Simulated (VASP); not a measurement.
Set up this calculation in VASP 6.6.1, as the native input.

- Task: single point
- Functional: r2SCAN
- Potentials or basis: VASP PAW PBE potentials, release 64 (Ga_d, Ge_d, O)
- Cutoff: 520 eV
- k mesh: 4 × 4 × 4
- Occupations: gaussian, width 0.03 eV
- Spin: no spin polarisation
- Further INCAR settings: ALGO = Normal; EDIFF = 1e-06; NBANDS = 85

The structure of Ga2Ge2O3 lies in POSCAR:

```
Ga2Ge2O3                                
1.0
   -4.3132706549      4.3132706549      4.3132706549
    4.3132706549     -4.3132706549      4.3132706549
    4.3132706549      4.3132706549     -4.3132706549
  Ga              Ge              O             
     4     4     6
Direct
     0.5000000000000000    0.0000000000000000    0.0023603681075784
     0.0023603681075784    0.5000000000000000    0.0000000000000000
     0.0000000000000000    0.0023603681075784    0.5000000000000000
     0.4976396318924215    0.4976396318924215    0.4976396318924215
     0.1084760229058621    0.1084760229058621    0.1084760229058621
     1.0000000000000000    0.3915239770941380    0.5000000000000000
     0.5000000000000000    1.0000000000000000    0.3915239770941380
     0.3915239770941380    0.5000000000000000    0.0000000000000000
     0.4049973712453865    0.1549973712453795    0.2500000000000000
     0.0950026287546135    0.3450026287546135    0.7500000000000000
     0.7500000000000000    0.0950026287546135    0.3450026287546135
     0.2500000000000000    0.4049973712453865    0.1549973712453795
     0.3450026287546135    0.7500000000000000    0.0950026287546135
     0.1549973712453795    0.2500000000000000    0.4049973712453865
```

The cell was built by a generator and needn't be a form met in nature.

These files were run (other wordings do the same):

INCAR

```
SYSTEM = Ga2Ge2O3
PREC = Accurate
ENCUT = 520
EDIFF = 1E-6
ISMEAR = 0
SIGMA = 0.03
LREAL = .FALSE.
LASPH = .TRUE.
NELM = 150
ALGO = Normal
ISIF = 2
LWAVE = .FALSE.
LCHARG = .FALSE.
METAGGA = R2SCAN
LMIXTAU = .TRUE.
NBANDS = 85
KPAR = 4
```

KPOINTS

```
regular mesh
0
G
  4 4 4
  0 0 0
```

Potentials or basis: VASP PAW PBE potentials, release 64 (Ga_d, Ge_d, O).

Command:

```sh
$ cat potpaw_PBE.64/Ga_d/POTCAR potpaw_PBE.64/Ge_d/POTCAR potpaw_PBE.64/O/POTCAR > POTCAR
$ mpirun -np 4 vasp_std > vasp.out
```

Results of the run:

| Property | Result |
| --- | --- |
| Pressure | -2.8 GPa |
| Largest force | 0.633 eV/Å |
| Band gap on the k mesh | 2.01 eV, indirect (least direct gap 2.43 eV) |

Caveat: the PAW data sets were made with another functional, which shifts forces and pressure a little.

It took 4.8 min on 4 MPI ranks on AMD EPYC 9R45 (Zen 5) (shared host), peak memory 0.55 GiB a rank.
